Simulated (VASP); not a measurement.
# A VASP study of FeSi2 (Linzhiite) (optB86b-vdW + U): structure first, properties next

What structure does FeSi2 (Linzhiite) take at this level, and what are its properties? The steps: magnetic order: ferromagnetic, magnetic order: antiferromagnetic, q = (0, 0, 1/2), magnetic order: antiferromagnetic, q = (1/2, 1/2, 1/2), magnetic order: antiferromagnetic, q = (1/2, 1/2, 0), the orders side by side, full relaxation (optB86b-vdW + U), second relaxation, single point with fields (optB86b-vdW + U), band structure (optB86b-vdW + U), density of states (optB86b-vdW + U), optical spectrum (optB86b-vdW + U), zone-centre phonons (optB86b-vdW + U) and ionic relaxation at fixed cell (optB86b-vdW + U), changed input. The start is a cell from a database of measured crystal structures.

Calculated with VASP 6.6.1; optB86b-vdW, DFT+U (Fe d 5 eV), spin-polarised from a ferromagnetic start (one magnetic atom a cell); plane waves and PAW (Fe, Si), in the first sound run; inputs show where later runs differ.

### 1. Set-up

The structure is tetragonal, space group P4/mmm (No. 123). The conventional cell has a = 2.696 Å, b = 2.696 Å, c = 5.147 Å, α = 90.00°, β = 90.00°, γ = 90.00°. Nearest to Fe lie 8 Si at 2.36 Å. Nearest to Si lie 1 Si at 2.35 Å and 4 Fe at 2.36 Å. Farther neighbours are not listed.

### 2. Magnetic order: ferromagnetic

The properties of a magnet depend on its order, so a few collinear patterns are compared first on the cell as listed, beginning with all moments parallel. optB86b-vdW pairs nonlocal correlation with a less repulsive exchange of B86b form. LUSE_VDW switches on a nonlocal correlation term for dispersion. A Hubbard U penalises fractional filling of the localised shell, which semilocal functionals favour.

The input, INCAR:

```
SYSTEM = FeSi2
PREC = Accurate
ENCUT = 400
EDIFF = 1E-06
NELM = 100
ISMEAR = 0
SIGMA = 0.05
LREAL = .FALSE.
ALGO = Normal
GGA = MK
AGGAC = 0
LUSE_VDW = .TRUE.
PARAM1 = 0.1234
PARAM2 = 1
LASPH = .TRUE.
NBANDS = 17
ISPIN = 2
MAGMOM = 3 0 0
LDAU = .TRUE.
LDAUTYPE = 2
LDAUL = 2 -1
LDAUU = 5 0
LDAUJ = 0 0
LDAUPRINT = 1
LMAXMIX = 4
LORBIT = 11
LWAVE = .FALSE.
LCHARG = .FALSE.
KPAR = 8
ISIF = 2
```

The input, POSCAR:

```
FeSi2
1.0
    2.6960000000      0.0000000000      0.0000000000
    0.0000000000      2.6960000000      0.0000000000
    0.0000000000      0.0000000000      5.1470000000
Fe Si
1 2
Direct
    0.5000000000      0.5000000000      0.0000000000
    0.0000000000      0.0000000000      0.2717000000
    0.0000000000      0.0000000000      0.7283000000
```

The input, KPOINTS:

```
Automatic mesh
0
Gamma
8 8 5
0 0 0
```

Potentials, in the order of the species: Fe and Si (PBE family, release 64).

Run with:

```sh
> mpirun -np 8 vasp_std
```

The program printed:

```text
[banner, memory and clock lines left out]
running    8 mpi-ranks, on    1 nodes
 distrk:  each k-point on    1 cores,    8 groups
 distr:  one band on    1 cores,    1 groups

 POSCAR found type information on POSCAR FeSi
 POSCAR found :  2 types and       3 ions
|                                                                             |
|           W    W    AA    RRRRR   N    N  II  N    N   GGGG   !!!           |
|           W    W   A  A   R    R  NN   N  II  NN   N  G    G  !!!           |
|           W    W  A    A  R    R  N N  N  II  N N  N  G       !!!           |
|           W WW W  AAAAAA  RRRRR   N  N N  II  N  N N  G  GGG   !            |
|           WW  WW  A    A  R   R   N   NN  II  N   NN  G    G                |
|           W    W  A    A  R    R  N    N  II  N    N   GGGG   !!!           |
|                                                                             |
|     For optimal performance we recommend to set                             |
|       NCORE = 2 up to number-of-cores-per-socket                            |
|     NCORE specifies how many cores store one orbital (NPAR=cpu/NCORE).      |
|     This setting can greatly improve the performance of VASP for DFT.       |
|     The default, NCORE=1 might be grossly inefficient on modern             |
|     multi-core architectures or massively parallel machines. Do your        |
|     Unfortunately you need to use the default for GW and RPA                |
|     calculations (for HF NCORE is supported but not extensively tested      |
|     yet).                                                                   |
|                                                                             |

|                                                                             |
|               ----> ADVICE to this user running VASP <----                  |
|                                                                             |
|     You have switched on vdW-DFT.                                           |
|     This routine was written and supplied by Jiri Klimes. We recommend      |
|     that you carefully read and cite the following publications:            |
|       J. Klimes, D.R. Bowler, A. Michelides                                 |
|          J. Phys.: Cond Matt. 22 022201 (2010)                              |
|       J. Klimes, D.R. Bowler, A. Michelides                                 |
|          Phys. Rev. B. 83, 195131 (2011)                                    |
|     and references therein.                                                 |
|                                                                             |

|                                                                             |
|               ----> ADVICE to this user running VASP <----                  |
|                                                                             |
|     You enforced a specific xc type in the INCAR file but a different       |
|     [... a line on the potential file left out ...]
|     I HOPE YOU KNOW WHAT YOU ARE DOING!                                     |
|                                                                             |

 LDA part: xc-table for (Slater+PW92), standard interpolation
 POSCAR, INCAR and KPOINTS ok, starting setup
 FFT: planning ... GRIDC
 FFT: planning ... GRID_SOFT
 FFT: planning ... GRID
 WAVECAR not read
 entering main loop
       N       E                     dE             d eps       ncg     rms          rms(c)
DAV:   1     0.569138723410E+02    0.56914E+02   -0.55818E+03  3068   0.740E+02
DAV:   2    -0.847908604088E+01   -0.65393E+02   -0.58824E+02  3315   0.165E+02
DAV:   3    -0.112843689539E+02   -0.28053E+01   -0.27513E+01  3948   0.390E+01
DAV:   4    -0.113248172309E+02   -0.40448E-01   -0.40383E-01  3774   0.434E+00
DAV:   5    -0.113256072650E+02   -0.79003E-03   -0.78976E-03  3910   0.650E-01    0.175E+01
DAV:   6    -0.128671570624E+02   -0.15415E+01   -0.11343E+01  3641   0.712E+01    0.146E+01
DAV:   7    -0.106121217953E+02    0.22550E+01   -0.59936E+00  3896   0.589E+01    0.604E+00
DAV:   8    -0.106803051651E+02   -0.68183E-01   -0.42540E-01  4024   0.515E+00    0.335E+00
DAV:   9    -0.107064190521E+02   -0.26114E-01   -0.40777E-02  4293   0.286E+00    0.129E+00
DAV:  10    -0.107421689236E+02   -0.35750E-01   -0.23829E-02  4219   0.218E+00    0.774E-01
DAV:  11    -0.107706490342E+02   -0.28480E-01   -0.29527E-02  4528   0.225E+00    0.659E-01
DAV:  12    -0.107775196897E+02   -0.68707E-02   -0.75669E-03  4631   0.104E+00    0.381E-01
DAV:  13    -0.107807231677E+02   -0.32035E-02   -0.48703E-03  4366   0.905E-01    0.137E-01
DAV:  14    -0.107808781119E+02   -0.15494E-03   -0.72332E-04  3905   0.285E-01    0.851E-02
DAV:  15    -0.107811415506E+02   -0.26344E-03   -0.25308E-04  4236   0.175E-01    0.651E-02
DAV:  16    -0.107811886619E+02   -0.47111E-04   -0.98493E-05  3781   0.120E-01    0.223E-02
DAV:  17    -0.107811928696E+02   -0.42077E-05   -0.13327E-05  4236   0.430E-02    0.885E-03
DAV:  18    -0.107811929094E+02   -0.39835E-07   -0.13200E-06  2042   0.113E-02
   1 F= -.10781193E+02 E0= -.10780738E+02  d E =-.910239E-03  mag=     1.8254
```

The job ended after 33 s (8 MPI ranks of Intel Xeon Platinum 8259CL at 2.50GHz (Skylake/Cascade Lake), shared host; peak memory 2.3 GiB).

Lines that name or quote the potential files are left out of all logs, and their timing lines are given in words.

From OUTCAR (step 2):

```text
ion  position               nearest neighbor table
   1  0.500  0.500  0.000-   2 2.36   3 2.36   2 2.36   3 2.36   2 2.36   3 2.36   2 2.36   3 2.36

  LATTYP: Found a simple tetragonal cell.
 ALAT       =     2.6960000000
 C/A-ratio  =     1.9091246291

 Subroutine GETGRP returns: Found 16 space group operations
 (whereof 16 operations were pure point group operations)

The static configuration has the point symmetry D_4h.

 Found     45 irreducible k-points:

   k-points           NKPTS =     45   k-points in BZ     NKDIM =     45   number of bands    NBANDS=     17

   dimension x,y,z NGX =    18 NGY =   18 NGZ =   36
   dimension x,y,z NGXF=    36 NGYF=   36 NGZF=   72

   ENCUT  =  400.0 eV  29.40 Ry    5.42 a.u.   4.40  4.40  8.39*2*pi/ulx,y,z

   NELECT =      16.0000    total number of electrons

 k-points in reciprocal lattice and weights: Automatic mesh
   0.00000000  0.00000000  0.00000000       0.003
   0.12500000  0.00000000  0.00000000       0.013
   0.25000000  0.00000000  0.00000000       0.013
   0.37500000  0.00000000  0.00000000       0.013
   0.50000000  0.00000000  0.00000000       0.006
   0.12500000  0.12500000  0.00000000       0.013
   0.25000000  0.12500000  0.00000000       0.025
   0.37500000  0.12500000  0.00000000       0.025
   0.50000000  0.12500000  0.00000000       0.013
[...]
0.50000000  0.37500000  0.40000000       0.025
   0.50000000  0.50000000  0.40000000       0.006

atom =   1  type =  1  l = 2

 onsite density matrix

spin component  1

  0.8458  0.0000  0.0000  0.0000 -0.0000
  0.0000  0.8627  0.0000  0.0000 -0.0000
  0.0000  0.0000  0.8970  0.0000 -0.0000
  0.0000  0.0000  0.0000  0.8627  0.0000
 -0.0000 -0.0000 -0.0000  0.0000  0.9468

spin component  2

  0.8008 -0.0000  0.0000 -0.0000  0.0000
 -0.0000  0.2801  0.0000  0.0000 -0.0000
  0.0000  0.0000  0.7480 -0.0000 -0.0000
 -0.0000  0.0000 -0.0000  0.2801  0.0000
  0.0000 -0.0000 -0.0000  0.0000  0.2589

 occupancies and eigenvectors

  o =  0.2589  v =  0.0000  0.0000  0.0000  0.0000  0.0000  0.0000  0.0000  0.0000  0.0000  1.0000      0.0000  0.0000  0.0000  0.0000  0.0000  0.0000  0.0000  0.0000  0.0000  0.0000
  o =  0.2801  v =  0.0000  0.0000  0.0000  0.0000  0.0000  0.0000 -0.0018 -0.0000 -1.0000  0.0000      0.0000  0.0000  0.0000  0.0000  0.0000  0.0000  0.0000  0.0000  0.0000  0.0000
  o =  0.2801  v =  0.0000  0.0000  0.0000  0.0000  0.0000  0.0000 -1.0000 -0.0000  0.0018  0.0000      0.0000  0.0000  0.0000  0.0000  0.0000  0.0000  0.0000  0.0000  0.0000  0.0000
  o =  0.7480  v =  0.0000  0.0000  0.0000  0.0000  0.0000  0.0000  0.0000 -1.0000  0.0000  0.0000      0.0000  0.0000  0.0000  0.0000  0.0000  0.0000  0.0000  0.0000  0.0000  0.0000
  o =  0.8008  v =  0.0000  0.0000  0.0000  0.0000  0.0000  1.0000  0.0000  0.0000  0.0000  0.0000      0.0000  0.0000  0.0000  0.0000  0.0000  0.0000  0.0000  0.0000  0.0000  0.0000
  o =  0.8458  v =  1.0000  0.0000  0.0000  0.0000  0.0000  0.0000  0.0000  0.0000  0.0000  0.0000      0.0000  0.0000  0.0000  0.0000  0.0000  0.0000  0.0000  0.0000  0.0000  0.0000
  o =  0.8627  v =  0.0000  0.0613  0.0000 -0.9981 -0.0000  0.0000  0.0000  0.0000  0.0000  0.0000      0.0000  0.0000  0.0000  0.0000  0.0000  0.0000  0.0000  0.0000  0.0000  0.0000
  o =  0.8627  v =  0.0000  0.9981  0.0000  0.0613 -0.0000  0.0000  0.0000  0.0000  0.0000  0.0000      0.0000  0.0000  0.0000  0.0000  0.0000  0.0000  0.0000  0.0000  0.0000  0.0000
  o =  0.8970  v =  0.0000 -0.0000  1.0000  0.0000  0.0000  0.0000  0.0000  0.0000  0.0000  0.0000      0.0000  0.0000  0.0000  0.0000  0.0000  0.0000  0.0000  0.0000  0.0000  0.0000
  o =  0.9468  v =  0.0000  0.0000 -0.0000 -0.0000  1.0000  0.0000  0.0000  0.0000  0.0000  0.0000      0.0000  0.0000  0.0000  0.0000  0.0000  0.0000  0.0000  0.0000  0.0000  0.0000

 average (electrostatic) potential at core
       1 -39.2325       2 -80.0705       3 -80.0705

 E-fermi :  10.1362

 spin component 1
 k-point     1 :       0.0000    0.0000    0.0000
  band No.  band energies     occupation
    ...
      4       3.7265      1.00000
      5       5.8197      1.00000
      6       5.8197      1.00000
      7       6.2830      1.00000
      8       7.1628      1.00000
      9      14.3294      0.00000
     10      14.3294      0.00000
     11      16.2765      0.00000
     12      16.5522      0.00000
     13      17.2403      0.00000
    ...

 k-point     2 :       0.1250    0.0000    0.0000
  band No.  band energies     occupation
    ...
      4       3.8060      1.00000
      5       5.7401      1.00000
      6       5.8609      1.00000
      7       6.2919      1.00000
      8       6.9545      1.00000
      9      11.6889      0.00000
     10      14.7070      0.00000
     11      15.5546      0.00000
     12      16.6063      0.00000
     13      17.0859      0.00000
    ...

 k-point     3 :       0.2500    0.0000    0.0000
  band No.  band energies     occupation
    ...
      5       5.6414      1.00000
      6       5.9622      1.00000
      7       6.1350      1.00000
      8       6.5009      1.00000
      9       8.8552      1.00000
     10      12.7737      0.00000
     11      15.1007      0.00000
     12      15.7123      0.00000
     13      17.3774      0.00000
     14      17.5253      0.00000
    ...

 k-point     4 :       0.3750    0.0000    0.0000
  band No.  band energies     occupation
    ...
      5       5.6144      1.00000
      6       5.7900      1.00000
      7       6.0660      1.00000
      8       6.0997      1.00000
      9       7.6853      1.00000
     10      10.5357      0.00000
     11      12.4660      0.00000
     12      17.0906      0.00000
     13      17.6822      0.00000
     14      18.8385      0.00000
    ...

 k-point     5 :       0.5000    0.0000    0.0000
  band No.  band energies     occupation
    ...
      6       5.9453      1.00000
      7       6.0265      1.00000
      8       6.1098      1.00000
      9       7.4840      1.00000
     10       9.5428      1.00000
     11      11.3748      0.00000
     12      17.8330      0.00000
     13      18.0625      0.00000
     14      19.7743      0.00000
     15      20.1833      0.00000
    ...

 k-point     6 :       0.1250    0.1250    0.0000
  band No.  band energies     occupation
    ...
      4       3.9100      1.00000
      5       5.4783      1.00000
      6       6.0958      1.00000
      7       6.3141      1.00000
      8       6.7141      1.00000
      9      11.5568      0.00000
     10      12.5535      0.00000
     11      15.2103      0.00000
     12      16.8343      0.00000
     13      17.1513      0.00000
    ...

Total vdW correction in eV:      2.0635798

  Total        3.2293765      3.2293765      2.0203417      0.0000000      0.0000000     -0.0000000
  in kB      138.3041844    138.3041844     86.5249738      0.0000000      0.0000000     -0.0000000
  external PRESSURE =     121.0444475 kB  Pullay stress =       0.0000000 kB

  energy-cutoff  :      400.00
  volume of cell :       37.41
      direct lattice vectors                 reciprocal lattice vectors
     2.696000000  0.000000000  0.000000000     0.370919881  0.000000000  0.000000000
     0.000000000  2.696000000  0.000000000     0.000000000  0.370919881  0.000000000
     0.000000000  0.000000000  5.147000000     0.000000000  0.000000000  0.194287935

 POSITION                                       TOTAL-FORCE (eV/Angst)
 -----------------------------------------------------------------------------------
      1.34800      1.34800      0.00000        -0.000000      0.000000     -0.000000
      0.00000      0.00000      1.39844         0.000000     -0.000000      0.922003
      0.00000      0.00000      3.74856        -0.000000     -0.000000     -0.922003
 -----------------------------------------------------------------------------------
    total drift:                                0.000000      0.000000      0.000000

  FREE ENERGIE OF THE ION-ELECTRON SYSTEM (eV)
  ---------------------------------------------------
  free  energy   TOTEN  =       -10.7811929094 eV

  energy  without entropy=      -10.7802826704  energy(sigma->0) =      -10.78073779

Total vdW correction in eV:      2.0635744

 total charge
# of ion       s       p       d       tot
------------------------------------------
    1        0.462   0.690   6.739   7.891
    2        0.746   0.909   0.000   1.655
    3        0.746   0.909   0.000   1.655
--------------------------------------------------
tot          1.955   2.508   6.739  11.202

 magnetization (x)
# of ion       s       p       d       tot
------------------------------------------
    1        0.003   0.006   2.045   2.054
    2       -0.013  -0.041   0.000  -0.054
    3       -0.013  -0.041   0.000  -0.054
--------------------------------------------------
tot         -0.023  -0.075   2.045   1.946

[... 6 further parts left out ...]
```

The k-mesh is coarse for a metal. A U on the itinerant d states of such a compound is hard to justify; it moves the bands at the Fermi level and favours large moments. The PAW data sets were made with PBE, which is usual practice but a small mismatch for other functionals. At this level the cell is under a pressure of 12.1 GPa, so at these settings it is away from equilibrium.

Numbers from this step:

```
SCF cycles                                        : 18
electrons                                         : 16
bands                                             : 17
irreducible k-points                              : 45
symmetry operations                               : 16
free energy (TOTEN)                               : -10.78 eV
energy at zero smearing                           : -10.78 eV
Fermi energy                                      : 10.14 eV
pressure                                          : 12.10 GPa
moment of the cell, from the last line of the log : 1.825 μB
metallic                                          : yes
```

Spin moment in the PAW sphere by atom:

```
atom  spin moment in the PAW sphere (μB)
 Fe1                                2.05
 Si2                               -0.05
 Si3                               -0.05
```

Force by atom:

```
atom  x (eV/Å)  y (eV/Å)  z (eV/Å)   size
 Fe1     0.000     0.000     0.000  0.000
 Si2     0.000     0.000     0.922  0.922
 Si3     0.000     0.000    -0.922  0.922
```

The run ends ferromagnetic with a largest moment of 2.05 μB, and the mesh shows no gap.

(Continued in part 2 of 12.)

[Lines on the potential files, build, host, timing and source positions are cut from VASP's logs without a mark.]

[Logs are printed without paths, hosts, clocks, repeated set-up lines and the standing remarks that a program may print on its own settings, such as how far it seeks lower states.]

[Hosts, paths, dates, database ids (printed as entryN), source tags and the programs' standing remarks are cut or masked in the printed files.]

[A measured line is paired with the nearest computed mode of its activity, which favours agreement.]
